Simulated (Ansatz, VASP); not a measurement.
Two plane-wave programs on NaBi2H2

```xyz
5
Lattice="5.8725 0.0000 0.0000 -2.9362 5.0857 0.0000 0.0000 0.0000 4.2513" Properties=species:S:1:pos:R:3 pbc="T T T"
Na    0.0000    0.0000    0.0000
Bi    0.0000    3.3905    0.0000
Bi    2.9362    1.6952    0.0000
H     0.0000    3.3905    2.1256
H     2.9362    1.6952    2.1256
```

Alike in both runs: functional PBE; k mesh 9 × 9 × 10; occupations gaussian, width 0.1 eV; no spin polarisation.

Ansatz relaxed the structure, and its values are those at the end. VASP's run is a single point on that final structure, the one shown.

|  | VASP | Ansatz |
| --- | --- | --- |
| version | VASP 6.6.1 | Ansatz 0.2.0 |
| potentials or method | VASP PAW PBE potentials, release 64 (Na_pv, Bi_d, H) | scalar-relativistic, plane waves, PAW |
| plane-wave cutoff (eV) | 520 | 420 |
| valence electrons in the cell | 39 | 41 |

VASP gave:

* gap on the k mesh at the Fermi level (eV): none
* pressure (GPa): -0.1

Problem. What did Ansatz give for the same quantities?

Solution. gap on the k mesh at the Fermi level (eV): none; pressure (GPa): 0.0.

A gap of «none» marks a metal or a gap that the smearing closes. The two sets of potentials don't hold the same shells in valence.

Caveats: spin-orbit coupling is left out, which moves the levels of the heavy elements.
